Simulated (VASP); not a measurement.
Output of a VASP run:

### OUTCAR
```
 ion  position               nearest neighbor table
   1  0.000  0.000  0.000-
  LATTYP: Found a body centered cubic cell.
 ALAT       =     4.1014924518
 Subroutine PRICEL returns:
 Original cell was already a primitive cell.
 Subroutine GETGRP returns: Found 48 space group operations
The static configuration has the point symmetry O_h .
The dynamic configuration has the point symmetry O_h .
 Subroutine INISYM returns: Found 48 space group operations
 Subroutine IBZKPT returns following result:
 Found     84 irreducible k-points:

 Following reciprocal coordinates:
            Coordinates               Weight
  0.000000  0.000000  0.000000      1.000000
  0.076923  0.000000  0.000000     12.000000
  0.153846  0.000000  0.000000     12.000000
  0.230769  0.000000  0.000000     12.000000
  0.307692  0.000000  0.000000     12.000000
  0.384615  0.000000  0.000000     12.000000
  0.461538  0.000000  0.000000     12.000000
  0.076923  0.076923  0.000000     24.000000
  0.153846  0.076923 -0.000000     48.000000
  0.230769  0.076923  0.000000     48.000000
  0.307692  0.076923 -0.000000     48.000000
  0.384615  0.076923  0.000000     48.000000
  0.461538  0.076923  0.000000     24.000000
  0.153846  0.153846  0.000000     24.000000
  0.230769  0.153846  0.000000     48.000000
  0.307692  0.153846 -0.000000     48.000000
  0.384615  0.153846  0.000000     48.000000
  0.230769  0.230769  0.000000     24.000000
  0.307692  0.230769  0.000000     48.000000
  0.384615  0.230769  0.000000     24.000000
  0.307692  0.307692  0.000000     24.000000
  0.076923  0.076923  0.076923      8.000000
  0.153846  0.076923  0.076923     24.000000
  0.230769  0.076923  0.076923     24.000000
  0.307692  0.076923  0.076923     24.000000
  0.384615  0.076923  0.076923     24.000000
 -0.076923  0.076923  0.076923      6.000000
  0.153846  0.153846  0.076923     24.000000
  0.230769  0.153846  0.076923     48.000000
  0.307692  0.153846  0.076923     48.000000
  0.384615  0.153846  0.076923     24.000000
 -0.153846  0.153846  0.076923     24.000000
  0.230769  0.230769  0.076923     24.000000
  0.307692  0.230769  0.076923     48.000000
 -0.230769  0.230769  0.076923     24.000000
 -0.153846  0.230769  0.076923     24.000000
  0.307692  0.307692  0.076923      8.000000
 -0.307692  0.307692  0.076923     24.000000
 -0.230769  0.307692  0.076923     48.000000
 -0.384615  0.384615  0.076923     24.000000
   k-points           NKPTS =     84   k-points in BZ     NKDIM =     84   number of bands    NBANDS=      8
   number of dos      NEDOS =    301   number of ions     NIONS =      1
   total plane-waves  NPLWV =  21952
   dimension x,y,z NGX =    28 NGY =   28 NGZ =   28
   dimension x,y,z NGXF=    56 NGYF=   56 NGZF=   56
   ions per type =               1
   PREC   = accura    normal or accurate (medium, high low for compatibility)
   ISTART =      0    job   : 0-new  1-cont  2-samecut
   ICHARG =      2    charge: 1-file 2-atom 10-const
   ISPIN  =      1    spin polarized calculation?
   LNONCOLLINEAR =      F non collinear calculations
   LSORBIT =      F    spin-orbit coupling
   INIWAV =      1    electr: 0-lowe 1-rand  2-diag
   ENCUT  =  500.0 eV  36.75 Ry    6.06 a.u.   6.48  6.48  6.48*2*pi/ulx,y,z
   NELM   =    100;   NELMIN=  2; NELMDL= -5     # of ELM steps
   EDIFF  = 0.1E-05   stopping-criterion for ELM
   LREAL  =      F    real-space projection
   NLSPLINE    = F    spline interpolate recip. space projectors
   LMAXMIX     =    2 max onsite mixed and CHGCAR
   VOSKOWN=      0    Vosko Wilk Nusair interpolation
   EDIFFG = -.2E-01   stopping-criterion for IOM
   NSW    =     40    number of steps for IOM
   NBLOCK =      1;   KBLOCK =     40    inner block; outer block
   IBRION =      2    ionic relax: 0-MD 1-quasi-New 2-CG
   NFREE  =      1    steps in history (QN), initial steepest desc. (CG)
...
```

OSZICAR:
```
       N       E                     dE             d eps       ncg     rms          rms(c)
DAV:   1     0.481860374755E+02    0.48186E+02   -0.42576E+03  1352   0.944E+02
DAV:   2     0.573384906407E+00   -0.47613E+02   -0.47087E+02  1384   0.228E+02
DAV:   3    -0.476210187845E+00   -0.10496E+01   -0.10468E+01  2152   0.329E+01
DAV:   4    -0.495525019544E+00   -0.19315E-01   -0.19314E-01  1872   0.321E+00
DAV:   5    -0.495631776678E+00   -0.10676E-03   -0.10676E-03  2232   0.174E-01    0.512E+00
DAV:   6    -0.485491332836E+00    0.10140E-01   -0.24684E-02  1664   0.166E+00    0.343E+00
DAV:   7    -0.486358096000E+00   -0.86676E-03   -0.30949E-02  1592   0.175E+00    0.348E-01
DAV:   8    -0.485684666577E+00    0.67343E-03   -0.48558E-03  1712   0.899E-01    0.106E-01
DAV:   9    -0.485688815329E+00   -0.41488E-05   -0.51902E-05  2096   0.603E-02    0.958E-02
DAV:  10    -0.485684430814E+00    0.43845E-05   -0.19510E-05  1944   0.506E-02    0.522E-02
DAV:  11    -0.485680560463E+00    0.38704E-05   -0.12207E-05  1992   0.334E-02    0.913E-03
DAV:  12    -0.485680593635E+00   -0.33172E-07   -0.20817E-07  1112   0.508E-03
   1 F= 0.16675234E+01 E0= 0.16679439E+01  d E =0.166752E+01
```

File OUTCAR:
```
------------------------ aborting loop because EDIFF is reached ----------------------------------------
  FORCE on cell =-STRESS in cart. coord.  units (eV):
  Direction    XX          YY          ZZ          XY          YZ          ZX
  --------------------------------------------------------------------------------------
  Total        2.1490894      2.1490894      2.1490894     -0.0000000     -0.0000000     -0.0000000
  in kB       99.8089099     99.8089099     99.8089099     -0.0000000     -0.0000000     -0.0000000
  external PRESSURE =      -0.1910901 kB  Pullay stress =     100.0000000 kB
  volume of cell :       34.50
      direct lattice vectors                 reciprocal lattice vectors
    -2.050746226  2.050746226  2.050746226     0.000000000  0.243813688  0.243813688
     2.050746226 -2.050746226  2.050746226     0.243813688  0.000000000  0.243813688
     2.050746226  2.050746226 -2.050746226     0.243813688  0.243813688  0.000000000
 POSITION                                       TOTAL-FORCE (eV/Angst)
 -----------------------------------------------------------------------------------
      0.00000      0.00000      0.00000         0.000000      0.000000      0.000000
 -----------------------------------------------------------------------------------
    total drift:                                0.000000     -0.000000     -0.000000
  FREE ENERGIE OF THE ION-ELECTRON SYSTEM (eV)
  ---------------------------------------------------
  free  energy   TOTEN  =        -0.4856805936 eV

  energy  without entropy=       -0.4844189944  energy(sigma->0) =       -0.48526006
  enthalpy is  TOTEN    =         1.6675233761 eV   P V=        2.1532039698

 reached required accuracy - stopping structural energy minimisation
```
(Selected blocks of OUTCAR.)

File POSCAR:
```
K
1
   -2.0507462259     2.0507462259     2.0507462259
    2.0507462259    -2.0507462259     2.0507462259
    2.0507462259     2.0507462259    -2.0507462259
K
1
Direct
  0.0000000000   0.0000000000   0.0000000000
```

Question: Reconstruct the remaining input files.

Answer: Several could match; the one computed here: the input of the run itself, PBEsol GGA, plane waves, VASP's PBE PAW potentials (set 64).

### INCAR
```
SYSTEM=K
PREC=Accurate; ENCUT=500; LREAL=.False.
LASPH=.True.
EDIFF=1E-6; NELM=100; ALGO=Normal
ISMEAR=1; SIGMA=0.1
GGA=PS
IBRION=2; NSW=40; ISIF=3
EDIFFG=-0.02; PSTRESS=100
LWAVE=.False.; LCHARG=.False.
```

### KPOINTS
```
Automatic mesh
0
Gamma
13 13 13
0 0 0
```

POTCAR, in this order: K_sv (PBE.64 set). Program: vasp_std.

The compound is K in the bcc structure. It was relaxed first under an external pressure of 10 GPa.
